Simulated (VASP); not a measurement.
Computed with PBEsol GGA, VASP's PBE PAW potentials (set 64) (plane waves; VASP).

A VASP calculation is set up with these files.

INCAR:
```
SYSTEM = Pt
PREC = Accurate; ENCUT = 480; LREAL = .FALSE.
LASPH = .TRUE.
EDIFF = 1E-7; NELM = 100; ALGO = Normal
LMAXMIX = 6
ISMEAR = 1; SIGMA = 0.1
GGA = PS
ISIF = 2
LWAVE = .FALSE.; LCHARG = .FALSE.
```

File KPOINTS:
```
kpoints
0
Gamma
  14 14 14
```

File POSCAR:
```
Pt
1
   -0.0000000000     1.9576129219     1.9576129219
    1.9576129219    -0.0000000000     1.9576129219
    1.9576129219     1.9576129219    -0.0000000000
Pt
1
Direct
  0.0000000000   0.0000000000   0.0000000000
```

POTCAR, in this order: Pt (PBE.64 set). Program: vasp_std.

### Question
What will the output report for the number of irreducible k-points (NKPTS), number of bands (NBANDS), largest plane-wave count, number of space-group operations, FFT grid (NGX, NGY, NGZ)?

### Answer

```
Item                                          Result
--------------------------------------  ------------
number of irreducible k-points (NKPTS)           104
number of bands (NBANDS)                           9
largest plane-wave count                         370
number of space-group operations                  48
FFT grid (NGX, NGY, NGZ)                20 × 20 × 20
```

The compound is Pt in the fcc structure. It was relaxed first.
